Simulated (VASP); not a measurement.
Output of a VASP run:

OSZICAR:
```
...
DAV:   4    -0.194466524674E+02   -0.92706E+00   -0.92226E+00  5884   0.300E+01
DAV:   5    -0.194729302924E+02   -0.26278E-01   -0.26265E-01  6328   0.472E+00    0.213E+01
DAV:   6    -0.165025146507E+02    0.29704E+01   -0.42071E+01  7864   0.109E+02    0.213E+01
DAV:   7    -0.151775603924E+02    0.13250E+01   -0.69904E+00  6540   0.805E+01    0.957E+00
DAV:   8    -0.153620873156E+02   -0.18453E+00   -0.22006E+00  5844   0.123E+01    0.632E+00
DAV:   9    -0.152957106283E+02    0.66377E-01   -0.11380E-01  7648   0.910E+00    0.123E+00
DAV:  10    -0.153063407004E+02   -0.10630E-01   -0.61801E-02  6604   0.307E+00    0.445E-01
DAV:  11    -0.153061044780E+02    0.23622E-03   -0.40290E-03  6972   0.174E+00    0.125E-01
DAV:  12    -0.153062867622E+02   -0.18228E-03   -0.13810E-03  7240   0.409E-01    0.661E-02
DAV:  13    -0.153062925546E+02   -0.57924E-05   -0.18145E-04  8628   0.188E-01    0.228E-02
DAV:  14    -0.153062879881E+02    0.45665E-05   -0.18378E-05  5968   0.614E-02    0.225E-02
DAV:  15    -0.153062852600E+02    0.27281E-05   -0.61911E-06  5828   0.383E-02    0.561E-03
DAV:  16    -0.153062835337E+02    0.17263E-05   -0.20700E-06  3356   0.165E-02    0.146E-03
DAV:  17    -0.153062829708E+02    0.56293E-06   -0.50299E-07  2688   0.830E-03
   1 F= -.15306283E+02 E0= -.15306283E+02  d E =-.153063E+02  mag=     0.0000
       N       E                     dE             d eps       ncg     rms          rms(c)
DAV:   1    -0.158271581865E+02   -0.52087E+00   -0.10298E+01  6424   0.477E+01    0.547E+00
DAV:   2    -0.153795504817E+02    0.44761E+00   -0.20200E+00  5904   0.301E+01    0.371E+00
DAV:   3    -0.153262925972E+02    0.53258E-01   -0.22284E-01  7640   0.112E+01    0.186E+00
DAV:   4    -0.153179538545E+02    0.83387E-02   -0.44197E-02  6992   0.313E+00    0.704E-01
DAV:   5    -0.153141328145E+02    0.38210E-02   -0.86699E-03  8760   0.176E+00    0.406E-01
DAV:   6    -0.153127962881E+02    0.13365E-02   -0.46340E-03  6344   0.116E+00    0.122E-01
DAV:   7    -0.153127427124E+02    0.53576E-04   -0.92355E-04  7392   0.280E-01    0.577E-02
DAV:   8    -0.153127415329E+02    0.11795E-05   -0.56964E-05  6284   0.167E-01    0.251E-02
DAV:   9    -0.153127421659E+02   -0.63295E-06   -0.18483E-05  5672   0.414E-02    0.739E-03
DAV:  10    -0.153127411514E+02    0.10145E-05   -0.51705E-06  4992   0.350E-02    0.123E-03
DAV:  11    -0.153127411835E+02   -0.32172E-07   -0.10905E-07  2680   0.427E-03
   2 F= -.15312741E+02 E0= -.15312741E+02  d E =-.645821E-02  mag=    -0.0000
       N       E                     dE             d eps       ncg     rms          rms(c)
DAV:   1    -0.154152376034E+02   -0.10250E+00   -0.18656E+00  6280   0.200E+01    0.235E+00
DAV:   2    -0.153309370290E+02    0.84301E-01   -0.37930E-01  6416   0.116E+01    0.146E+00
DAV:   3    -0.153231814700E+02    0.77556E-02   -0.33287E-02  7568   0.438E+00    0.824E-01
DAV:   4    -0.153213978657E+02    0.17836E-02   -0.69098E-03  7000   0.137E+00    0.286E-01
DAV:   5    -0.153207114711E+02    0.68639E-03   -0.16345E-03  8856   0.768E-01    0.166E-01
DAV:   6    -0.153204974417E+02    0.21403E-03   -0.81740E-04  6496   0.487E-01    0.537E-02
DAV:   7    -0.153204774459E+02    0.19996E-04   -0.15602E-04  7792   0.123E-01    0.245E-02
DAV:   8    -0.153204822978E+02   -0.48519E-05   -0.98129E-06  6512   0.579E-02    0.934E-03
DAV:   9    -0.153204809478E+02    0.13500E-05   -0.18558E-06  2856   0.152E-02    0.272E-03
DAV:  10    -0.153204810310E+02   -0.83242E-07   -0.73752E-07  2672   0.832E-03
   3 F= -.15320481E+02 E0= -.15320481E+02  d E =-.141981E-01  mag=     0.0000
```

File OUTCAR:
```
------------------------ aborting loop because EDIFF is reached ----------------------------------------
  FORCE on cell =-STRESS in cart. coord.  units (eV):
  Direction    XX          YY          ZZ          XY          YZ          ZX
  --------------------------------------------------------------------------------------
  Total       -0.0028837     -0.0028837     -0.0028837     -0.0428396     -0.0428396     -0.0428396
  in kB       -0.1289807     -0.1289807     -0.1289807     -1.9161278     -1.9161278     -1.9161278
  external PRESSURE =      -0.1289807 kB  Pullay stress =       0.0000000 kB
  volume of cell :       35.82
      direct lattice vectors                 reciprocal lattice vectors
     4.149411501  2.070872188  2.070872188     0.360941542 -0.120165548 -0.120165548
     2.070872188  4.149411501  2.070872188    -0.120165548  0.360941542 -0.120165548
     2.070872188  2.070872188  4.149411501    -0.120165548 -0.120165548  0.360941542
 POSITION                                       TOTAL-FORCE (eV/Angst)
 -----------------------------------------------------------------------------------
      0.00000      0.00000      0.00000         0.000000      0.000000     -0.000000
      4.14558      4.14558      4.14558        -0.000000      0.000000     -0.000000
      2.07279      2.07279      2.07279        -0.000000      0.000000      0.000000
      6.21837      6.21837      6.21837         0.000000     -0.000000      0.000000
 -----------------------------------------------------------------------------------
    total drift:                                0.000000     -0.000000     -0.000000
  FREE ENERGIE OF THE ION-ELECTRON SYSTEM (eV)
  ---------------------------------------------------
  free  energy   TOTEN  =       -15.3204810310 eV

  energy  without entropy=      -15.3204810310  energy(sigma->0) =      -15.32048103

 total charge

# of ion       s       p       d       tot
------------------------------------------
    1        0.335   0.414   8.296   9.045
    2        0.335   0.414   8.296   9.045
    3        1.558   3.412   0.000   4.970
    4        1.558   3.412   0.000   4.970
--------------------------------------------------
tot          3.787   7.652  16.591  28.030

 magnetization (x)

# of ion       s       p       d       tot
------------------------------------------
    1       -0.011  -0.014   1.310   1.285
    2        0.011   0.014  -1.310  -1.285
    3        0.000   0.000   0.000   0.000
    4        0.000   0.000   0.000   0.000
--------------------------------------------------
tot          0.000   0.000   0.000   0.000

 reached required accuracy - stopping structural energy minimisation
```
(Selected blocks of OUTCAR.)

POSCAR:
```
NiO
1
    4.1176733789     2.0566918651     2.0566918651
    2.0566918651     4.1176733789     2.0566918651
    2.0566918651     2.0566918651     4.1176733789
Ni O
2 2
Direct
  0.0000000000   0.0000000000   0.0000000000
  0.5000000000   0.5000000000   0.5000000000
  0.2500000000   0.2500000000   0.2500000000
  0.7500000000   0.7500000000   0.7500000000
```

Q: Reconstruct the remaining input files.

A: This is not unique; one that fits is the input of the run itself, optB86b-vdW, plane waves, VASP's PBE PAW potentials (set 64).

### INCAR
```
AGGAC  =  0.0
ALGO  =  Normal
EDIFF  =  1E-6
EDIFFG  =  -0.02
ENCUT  =  520
GGA  =  MK
IBRION  =  2
ISIF  =  3
ISMEAR  =  0
ISPIN  =  2
LASPH  =  .TRUE.
LCHARG  =  .FALSE.
LMAXMIX  =  4
LORBIT  =  10
LREAL  =  .FALSE.
LUSE_VDW  =  .TRUE.
LWAVE  =  .FALSE.
MAGMOM  =  2.0 -2.0 0.0 0.0
NELM  =  100
NSW  =  60
PARAM1  =  0.1234
PARAM2  =  1.0
PREC  =  Accurate
SIGMA  =  0.05
SYSTEM  =  NiO
```

### KPOINTS
```
K-points
0
Gamma
 8 8 8
```

POTCAR, in this order: Ni O (PBE.64 set). Program: vasp_std.

Energy and stress use the plane-wave basis of the starting cell.

The compound is NiO in the rock salt, AFM-II order structure. This run relaxes it. Symmetry was kept, so distortions that lower it aren't found. The start is the result of an earlier pass.
